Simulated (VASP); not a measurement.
# Al2Au: structure and properties in VASP

Wanted: the relaxed cell of Al2Au and its properties. The steps: relaxing cell and atoms (LDA), second relaxation, density, ELF and potential (LDA), band structure (LDA), density of states (LDA), volume scan with LDA, fit for LDA and vibrations at Γ (LDA). Left out of this account: 1 further run (relaxation: a spoilt try). The start is a cell from a database of measured crystal structures.

Method: LDA; plane waves and PAW (Al, Au), in VASP 6.6.1.

### Step 1. Set-up

Before any relaxation, the start is as follows. The structure is cubic, space group Fm-3m (No. 225). Conventional cell: a = 6.000 Å, b = 6.000 Å, c = 6.000 Å, α = 90.00°, β = 90.00°, γ = 90.00°. Nearest to Al lie 4 Au at 2.60 Å. Nearest to Au lie 8 Al at 2.60 Å. Farther neighbours are not listed.

Coordinates:

```cif
data_structure
_symmetry_space_group_name_H-M 'Fm-3m'
_symmetry_Int_Tables_number 225
_cell_length_a 6.0000
_cell_length_b 6.0000
_cell_length_c 6.0000
_cell_angle_alpha 90.000
_cell_angle_beta 90.000
_cell_angle_gamma 90.000
_cell_volume 216.00
loop_
_atom_site_label
_atom_site_type_symbol
_atom_site_symmetry_multiplicity
_atom_site_Wyckoff_symbol
_atom_site_fract_x
_atom_site_fract_y
_atom_site_fract_z
_atom_site_occupancy
Al1 Al 8 c 0.25000 0.75000 0.75000 1
Au1 Au 4 a 0.00000 0.00000 0.00000 1
```

### Step 2. Relaxing cell and atoms (LDA)

The start need not lie at this functional's minimum. ISIF = 3 frees volume, shape and positions, and EDIFFG sets the threshold on forces and stress at which the search stops. LDA, the lowest rung, knows the local density alone.

INCAR reads:

```
SYSTEM = Al2Au
PREC = Accurate
ENCUT = 400
EDIFF = 1E-06
NELM = 100
ISMEAR = 1
SIGMA = 0.2
LREAL = .FALSE.
ALGO = Normal
GGA = CA
NBANDS = 14
LASPH = .TRUE.
LORBIT = 11
LWAVE = .FALSE.
LCHARG = .FALSE.
KPAR = 2
IBRION = 2
NSW = 60
ISIF = 3
EDIFFG = -0.01
```

POSCAR reads:

```
Al2Au
1.0
    0.0000000000      3.0000000000      3.0000000000
    3.0000000000      0.0000000000      3.0000000000
    3.0000000000      3.0000000000      0.0000000000
Al Au
2 1
Direct
    0.2500000000      0.2500000000      0.2500000000
    0.7500000000      0.7500000000      0.7500000000
    0.0000000000      0.0000000000      0.0000000000
```

KPOINTS reads:

```
Automatic mesh
0
Gamma
7 7 7
0 0 0
```

Potentials, in the order of the species: Al and Au (LDA family, release 64).

The run is started by

```sh
> mpirun -np 2 vasp_std
```

Output:

```text
[banner, memory and clock lines left out]
running    2 mpi-ranks, on    1 nodes
 distrk:  each k-point on    1 cores,    2 groups
 distr:  one band on    1 cores,    1 groups

 POSCAR found type information on POSCAR AlAu
 POSCAR found :  2 types and       3 ions
 LDA part: xc-table for (Slater(with rela. corr.)+CA(PZ))
 , standard interpolation
 POSCAR, INCAR and KPOINTS ok, starting setup
 FFT: planning ... GRIDC
 FFT: planning ... GRID_SOFT
 FFT: planning ... GRID
 WAVECAR not read
 entering main loop
       N       E                     dE             d eps       ncg     rms          rms(c)
DAV:   1     0.452403472609E+02    0.45240E+02   -0.61627E+03   584   0.816E+02
DAV:   2    -0.143500016632E+02   -0.59590E+02   -0.55090E+02   670   0.168E+02
DAV:   3    -0.156066713678E+02   -0.12567E+01   -0.12529E+01   734   0.234E+01
DAV:   4    -0.156147551322E+02   -0.80838E-02   -0.80833E-02   626   0.223E+00
DAV:   5    -0.156148599518E+02   -0.10482E-03   -0.10482E-03   748   0.255E-01    0.908E+00
DAV:   6    -0.144100750774E+02    0.12048E+01   -0.53803E+00   644   0.242E+01    0.391E+00
DAV:   7    -0.143169413901E+02    0.93134E-01   -0.24265E-01   584   0.523E+00    0.183E+00
DAV:   8    -0.142779934586E+02    0.38948E-01   -0.29368E-02   704   0.107E+00    0.404E-01
DAV:   9    -0.142765702163E+02    0.14232E-02   -0.27668E-03   656   0.547E-01    0.213E-01
DAV:  10    -0.142765815557E+02   -0.11339E-04   -0.13500E-04   692   0.928E-02    0.388E-02
DAV:  11    -0.142765761588E+02    0.53969E-05   -0.59240E-06   698   0.187E-02    0.134E-02
DAV:  12    -0.142765760116E+02    0.14717E-06   -0.81604E-07   430   0.919E-03
   1 F= -.14276576E+02 E0= -.14276620E+02  d E =-.142766E+02
 curvature:   0.00 expect dE= 0.000E+00 dE for cont linesearch  0.000E+00
 trial: gam= 0.00000 g(F)=  0.405E-47 g(S)=  0.308E-01 ort = 0.000E+00 (trialstep = 0.100E+01)
 search vector abs. value=  0.308E-01
 bond charge predicted
       N       E                     dE             d eps       ncg     rms          rms(c)
DAV:   1    -0.145511891912E+02   -0.27461E+00   -0.35863E+00   662   0.194E+01    0.317E+00
DAV:   2    -0.142862380639E+02    0.26495E+00   -0.99355E-01   638   0.113E+01    0.894E-01
DAV:   3    -0.142800287683E+02    0.62093E-02   -0.24787E-02   572   0.152E+00    0.420E-01
DAV:   4    -0.142776404080E+02    0.23884E-02   -0.60658E-03   614   0.413E-01    0.918E-02
DAV:   5    -0.142775844070E+02    0.56001E-04   -0.51198E-04   632   0.245E-01    0.768E-02
DAV:   6    -0.142776040810E+02   -0.19674E-04   -0.62208E-05   632   0.679E-02    0.201E-02
DAV:   7    -0.142776022511E+02    0.18299E-05   -0.77907E-06   632   0.218E-02    0.235E-03
DAV:   8    -0.142776022597E+02   -0.85804E-08   -0.17003E-07   328   0.375E-03
   2 F= -.14277602E+02 E0= -.14277601E+02  d E =-.102625E-02
 trial-energy change:   -0.001026  1 .order   -0.000426   -0.030784    0.029931
 step:   0.5218(harm=  0.5070)  dis= 0.00000  next Energy=   -14.284693 (dE=-0.812E-02)
 bond charge predicted
       N       E                     dE             d eps       ncg     rms          rms(c)
DAV:   1    -0.143457019644E+02   -0.68100E-01   -0.82460E-01   656   0.930E+00    0.165E+00
DAV:   2    -0.142863029953E+02    0.59399E-01   -0.20737E-01   650   0.514E+00    0.539E-01
DAV:   3    -0.142852940391E+02    0.10090E-02   -0.42189E-03   560   0.550E-01    0.312E-01
DAV:   4    -0.142847598491E+02    0.53419E-03   -0.14622E-03   608   0.199E-01    0.357E-02
DAV:   5    -0.142847340916E+02    0.25758E-04   -0.15717E-04   620   0.132E-01    0.349E-02
DAV:   6    -0.142847333221E+02    0.76948E-06   -0.14285E-05   644   0.397E-02    0.336E-03
DAV:   7    -0.142847334247E+02   -0.10265E-06   -0.24192E-07   328   0.548E-03
   3 F= -.14284733E+02 E0= -.14284757E+02  d E =-.815741E-02
 curvature:  -0.25 expect dE=-0.291E-06 dE for cont linesearch -0.291E-06
 trial: gam=-0.00607 g(F)=  0.117E-47 g(S)=  0.115E-05 ort = 0.188E-03 (trialstep = 0.904E+00)
 search vector abs. value=  0.143E-09
 reached required accuracy - stopping structural energy minimisation
```

It took 6.8 s on 2 MPI ranks of Intel Xeon 6975P-C (Granite Rapids), shared host; peak memory 0.26 GiB.

The logs omit lines about the potential files and the build; timing stands in the text.

From OUTCAR (step 2):

```text
ion  position               nearest neighbor table
   1  0.250  0.250  0.250-   3 2.60   3 2.60   3 2.60   3 2.60   2 3.00   2 3.00   2 3.00   2 3.00
                             2 3.00   2 3.00
   2  0.750  0.750  0.750-   3 2.60   3 2.60   3 2.60   3 2.60   1 3.00   1 3.00   1 3.00   1 3.00
                             1 3.00   1 3.00
   3  0.000  0.000  0.000-   2 2.60   2 2.60   2 2.60   1 2.60   2 2.60   1 2.60   1 2.60   1 2.60

  LATTYP: Found a face centered cubic cell.
 ALAT       =     6.0000000000

 Subroutine GETGRP returns: Found 48 space group operations
 (whereof 48 operations were pure point group operations)

The static configuration has the point symmetry O_h .

 Found     20 irreducible k-points:

   k-points           NKPTS =     20   k-points in BZ     NKDIM =     20   number of bands    NBANDS=     14

   dimension x,y,z NGX =    28 NGY =   28 NGZ =   28
   dimension x,y,z NGXF=    56 NGYF=   56 NGZF=   56

   ENCUT  =  400.0 eV  29.40 Ry    5.42 a.u.   6.92  6.92  6.92*2*pi/ulx,y,z

   NELECT =      17.0000    total number of electrons

 k-points in reciprocal lattice and weights: Automatic mesh
   0.00000000  0.00000000  0.00000000       0.003
   0.14285714  0.00000000  0.00000000       0.023
   0.28571429  0.00000000  0.00000000       0.023
   0.42857143  0.00000000  0.00000000       0.023
   0.14285714  0.14285714  0.00000000       0.017
   0.28571429  0.14285714  0.00000000       0.070
   0.42857143  0.14285714  0.00000000       0.070
  -0.42857143  0.14285714  0.00000000       0.070
  -0.28571429  0.14285714  0.00000000       0.070
[...]
-0.42857143  0.42857143  0.14285714       0.070
  -0.28571429  0.42857143  0.14285714       0.070

 average (electrostatic) potential at core
       1 -70.9054       2 -70.9054       3 -67.5060

 E-fermi :   7.8169

 k-point     1 :       0.0000    0.0000    0.0000
  band No.  band energies     occupation
    ...
      2       1.0915      2.00000
      3       1.0915      2.00000
      4       1.0915      2.00000
      5       2.0801      2.00000
      6       2.0801      2.00000
      7      10.0904     -0.00000
      8      10.7880     -0.00000
      9      10.7880     -0.00000
     10      10.7880     -0.00000
     11      11.8367      0.00000
    ...

 k-point     2 :       0.1429    0.0000    0.0000
  band No.  band energies     occupation
    ...
      2       1.0093      2.00000
      3       1.1568      2.00000
      4       1.1568      2.00000
      5       2.0685      2.00000
      6       2.0685      2.00000
      7       8.0124     -0.04536
      8       9.9762     -0.00000
      9       9.9762     -0.00000
     10      10.3782     -0.00000
     11      12.5897      0.00000
    ...

 k-point     3 :       0.2857    0.0000    0.0000
  band No.  band energies     occupation
    ...
      3       1.2784      2.00000
      4       1.2784      2.00000
      5       2.0918      2.00000
      6       2.0918      2.00000
      7       5.0998      2.00000
      8       8.9509     -0.00000
      9       8.9509     -0.00000
     10      10.7467     -0.00000
     11      12.1010      0.00000
     12      12.1010      0.00000
    ...

  Total       -0.0048804     -0.0048804     -0.0048804     -0.0000000     -0.0000000     -0.0000000
  in kB       -0.1477521     -0.1477521     -0.1477521     -0.0000000     -0.0000000     -0.0000000
  external PRESSURE =      -0.1477521 kB  Pullay stress =       0.0000000 kB

  energy-cutoff  :      400.00
  volume of cell :       52.92
      direct lattice vectors                 reciprocal lattice vectors
    -0.000000000  2.979890890  2.979890890    -0.167791378  0.167791378  0.167791378
     2.979890890 -0.000000000  2.979890890     0.167791378 -0.167791378  0.167791378
     2.979890890  2.979890890  0.000000000     0.167791378  0.167791378 -0.167791378

 POSITION                                       TOTAL-FORCE (eV/Angst)
 -----------------------------------------------------------------------------------
      1.48995      1.48995      1.48995         0.000000      0.000000      0.000000
      4.46984      4.46984      4.46984        -0.000000     -0.000000     -0.000000
      0.00000      0.00000      0.00000        -0.000000     -0.000000     -0.000000
 -----------------------------------------------------------------------------------
    total drift:                               -0.000000     -0.000000      0.000000

  FREE ENERGIE OF THE ION-ELECTRON SYSTEM (eV)
  ---------------------------------------------------
  free  energy   TOTEN  =       -14.2847334247 eV

  energy  without entropy=      -14.2848050961  energy(sigma->0) =      -14.28475732

 reached required accuracy - stopping structural energy minimisation

 total charge
# of ion       s       p       d       tot
------------------------------------------
    1        0.403   0.373   0.000   0.776
    2        0.403   0.373   0.000   0.776
    3        0.767   0.719   8.556  10.042
--------------------------------------------------
tot          1.572   1.465   8.556  11.593

[... 3 further parts left out ...]
```

CONTCAR:

```
Al2Au
   1.00000000000000
    -0.0000000000000000    2.9798908903740182    2.9798908903740182
     2.9798908903740182   -0.0000000000000000    2.9798908903740182
     2.9798908903740182    2.9798908903740182    0.0000000000000000
  Al              Au
     2     1
Direct
     0.2500000000000000    0.2500000000000000    0.2500000000000000
     0.7500000000000000    0.7500000000000000    0.7500000000000000
     0.0000000000000000    0.0000000000000000    0.0000000000000000
```

This run has no spin polarisation. Its electron count is odd, so without a moment it is a metal by construction. The k-mesh is coarse for a metal. The run keeps the 48 symmetry operations of its start, so it cannot find a distortion of lower symmetry.

Relaxation path:

| step | energy less that of the first step (eV) | largest force (eV/Å) | pressure (GPa) | volume (Å³) |
| --- | --- | --- | --- | --- |
| 1 | 0.0000 | 0.0000 | -2.37 | 54.00 |
| 2 | -0.0010 | 0.0000 | 2.40 | 51.95 |
| 3 | -0.0082 | 0.0000 | -0.01 | 52.92 |

| conventional cell, symmetrised | before | after | change |
| --- | --- | --- | --- |
| a (Å) | 6.000 | 5.960 | -0.7 % |
| b (Å) | 6.000 | 5.960 | -0.7 % |
| c (Å) | 6.000 | 5.960 | -0.7 % |
| volume (Å³/atom) | 18.00 | 17.64 | -2.0 % |

Final coordinates:

```cif
data_structure
_symmetry_space_group_name_H-M 'P 1'
_symmetry_Int_Tables_number 1
_cell_length_a 4.2142
_cell_length_b 4.2142
_cell_length_c 4.2142
_cell_angle_alpha 60.000
_cell_angle_beta 60.000
_cell_angle_gamma 60.000
_cell_volume 52.92
loop_
_atom_site_label
_atom_site_type_symbol
_atom_site_fract_x
_atom_site_fract_y
_atom_site_fract_z
_atom_site_occupancy
Al1 Al 0.25000 0.25000 0.25000 1
Al2 Al 0.75000 0.75000 0.75000 1
Au3 Au 0.00000 0.00000 0.00000 1
```

This step gave:

| Property | Result |
| --- | --- |
| electrons | 17 |
| bands | 14 |
| irreducible k-points | 20 |
| symmetry operations | 48 |
| free energy (TOTEN) | -14.28 eV |
| Fermi energy | 7.817 eV |
| pressure | -0.01478 GPa |
| metallic | yes |
| SCF cycles over all ionic steps | 27 |

It ends with forces that vanish by symmetry and a pressure of -0.01 GPa. The volume lies -2.0 % from that of the database's start, which holds the thermal and zero-point expansion of its experiment.

### Step 3. Second relaxation

A relaxation keeps the plane waves of the cell it began with, so it is repeated from the new cell, on a basis made for it.

INCAR is that of step 2.

POSCAR reads:

```
Al2Au
1.0
    0.0000000000      2.9798908904      2.9798908904
    2.9798908904      0.0000000000      2.9798908904
    2.9798908904      2.9798908904      0.0000000000
Al Au
2 1
Direct
    0.2500000000      0.2500000000      0.2500000000
    0.7500000000      0.7500000000      0.7500000000
    0.0000000000      0.0000000000      0.0000000000
```

KPOINTS is that of step 2.

The run is started by

```sh
> mpirun -np 2 vasp_std
```

Output:

```text
[... set-up lines as in an earlier step ...]
 entering main loop
       N       E                     dE             d eps       ncg     rms          rms(c)
DAV:   1     0.453160900354E+02    0.45316E+02   -0.59188E+03   592   0.801E+02
DAV:   2    -0.143947257927E+02   -0.59711E+02   -0.54261E+02   646   0.167E+02
DAV:   3    -0.156439301222E+02   -0.12492E+01   -0.12447E+01   728   0.237E+01
DAV:   4    -0.156519512259E+02   -0.80211E-02   -0.80203E-02   650   0.224E+00
DAV:   5    -0.156520518295E+02   -0.10060E-03   -0.10060E-03   712   0.256E-01    0.931E+00
DAV:   6    -0.144188541883E+02    0.12332E+01   -0.54199E+00   656   0.244E+01    0.392E+00
DAV:   7    -0.143256717582E+02    0.93182E-01   -0.23775E-01   596   0.517E+00    0.186E+00
DAV:   8    -0.142858652663E+02    0.39806E-01   -0.28073E-02   710   0.106E+00    0.406E-01
DAV:   9    -0.142844721652E+02    0.13931E-02   -0.26358E-03   692   0.534E-01    0.212E-01
DAV:  10    -0.142844877340E+02   -0.15569E-04   -0.12753E-04   668   0.911E-02    0.388E-02
DAV:  11    -0.142844821019E+02    0.56321E-05   -0.53792E-06   698   0.175E-02    0.129E-02
DAV:  12    -0.142844819737E+02    0.12817E-06   -0.70595E-07   460   0.854E-03
   1 F= -.14284482E+02 E0= -.14284506E+02  d E =-.142845E+02
 curvature:   0.00 expect dE= 0.000E+00 dE for cont linesearch  0.000E+00
 trial: gam= 0.00000 g(F)=  0.469E-48 g(S)=  0.618E-06 ort = 0.000E+00 (trialstep = 0.100E+01)
 search vector abs. value=  0.618E-06
 reached required accuracy - stopping structural energy minimisation
```

It took 3.6 s on 2 MPI ranks; peak memory 0.24 GiB; 4.7 s of CPU time.

OUTCAR, selected parts (step 3):

```text
  LATTYP: Found a face centered cubic cell.
 ALAT       =     5.9597817808

The static configuration has the point symmetry O_h .

 Found     20 irreducible k-points:

   ENCUT  =  400.0 eV  29.40 Ry    5.42 a.u.   6.87  6.87  6.87*2*pi/ulx,y,z

   NELECT =      17.0000    total number of electrons

 E-fermi :   7.8169

 k-point     1 :       0.0000    0.0000    0.0000
  band No.  band energies     occupation
    ...
      2       1.0913      2.00000
      3       1.0913      2.00000
      4       1.0913      2.00000
      5       2.0798      2.00000
      6       2.0798      2.00000
      7      10.0906     -0.00000
      8      10.7879     -0.00000
      9      10.7879     -0.00000
     10      10.7879     -0.00000
     11      11.8368      0.00000
    ...

 k-point     2 :       0.1429    0.0000    0.0000
  band No.  band energies     occupation
    ...
      2       1.0091      2.00000
      3       1.1566      2.00000
      4       1.1566      2.00000
      5       2.0682      2.00000
      6       2.0682      2.00000
      7       8.0124     -0.04534
      8       9.9762     -0.00000
      9       9.9762     -0.00000
     10      10.3783     -0.00000
     11      12.5897      0.00000
    ...

  Total       -0.0035797     -0.0035797     -0.0035797     -0.0000000      0.0000000      0.0000000
  in kB       -0.1083742     -0.1083742     -0.1083742     -0.0000000      0.0000000      0.0000000
  external PRESSURE =      -0.1083742 kB  Pullay stress =       0.0000000 kB

  energy-cutoff  :      400.00
  volume of cell :       52.92
      direct lattice vectors                 reciprocal lattice vectors
     0.000000000  2.979890890  2.979890890    -0.167791378  0.167791378  0.167791378
     2.979890890  0.000000000  2.979890890     0.167791378 -0.167791378  0.167791378
     2.979890890  2.979890890  0.000000000     0.167791378  0.167791378 -0.167791378

 POSITION                                       TOTAL-FORCE (eV/Angst)
 -----------------------------------------------------------------------------------
      1.48995      1.48995      1.48995         0.000000      0.000000      0.000000
      4.46984      4.46984      4.46984        -0.000000     -0.000000     -0.000000
      0.00000      0.00000      0.00000        -0.000000     -0.000000      0.000000
 -----------------------------------------------------------------------------------
    total drift:                               -0.000000     -0.000000      0.000000

  FREE ENERGIE OF THE ION-ELECTRON SYSTEM (eV)
  ---------------------------------------------------
  free  energy   TOTEN  =       -14.2844819737 eV

  energy  without entropy=      -14.2845543698  energy(sigma->0) =      -14.28450611

[... 6 parts as in an earlier step ...]

[... 6 further parts left out ...]
```

CONTCAR:

```
Al2Au
   1.00000000000000
     0.0000000000000000    2.9798908904000001    2.9798908904000001
     2.9798908904000001    0.0000000000000000    2.9798908904000001
     2.9798908904000001    2.9798908904000001    0.0000000000000000
  Al              Au
     2     1
Direct
     0.2500000000000000    0.2500000000000000    0.2500000000000000
     0.7500000000000000    0.7500000000000000    0.7500000000000000
     0.0000000000000000    0.0000000000000000    0.0000000000000000
```

Little changed from the start: no atom moved by 0.005 Å and no cell edge by 0.1 %.

This step gave:

```
pressure                        : -0.01084 GPa
SCF cycles over all ionic steps : 12
```

It ends with forces that vanish by symmetry and a pressure of -0.01 GPa. The volume moved by under 0.01 %: the run met its threshold at the first step.

(Continued in part 2 of 5.)

[Lines on the potential files, build, host, timing and source positions are cut from VASP's logs without a mark.]

[Logs are printed without paths, hosts, clocks, repeated set-up lines and the standing remarks that a program may print on its own settings, such as how far it seeks lower states.]

[Hosts, paths, dates, database ids (printed as entryN), source tags and the programs' standing remarks are cut or masked in the printed files.]

[A measured line is paired with the nearest computed mode of its activity, which favours agreement.]
